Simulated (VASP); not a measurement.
These are r2SCAN meta-GGA, VASP's PBE PAW potentials (set 64) (plane waves; VASP 6.6.1) values and carry that method's errors. For the first row: Settings: 400 eV cut-off, 14×14×14 Γ-centred mesh, tetrahedra with Blöchl corrections, potentials Si W_sv.

```tsv
system	energy (eV/atom)
SiW (relaxed from the rocksalt structure, space group Fm-3m)	-29.4100
Si (diamond)	-8.7749
W (bcc)	-51.3529
```

The references are the elements' solids at the same level; no temperature or zero-point terms are added.    Spin-orbit coupling is left out, which shifts such energies by up to tenths of an eV for the heavy elements here.

Task: What is the formation energy per atom of SiW?

Result: The references average (1×(-8.7749) + 1×(-51.3529))/2 = -30.0639 eV, so the formation energy is -29.4100 − (-30.0639) = 0.654 eV/atom.
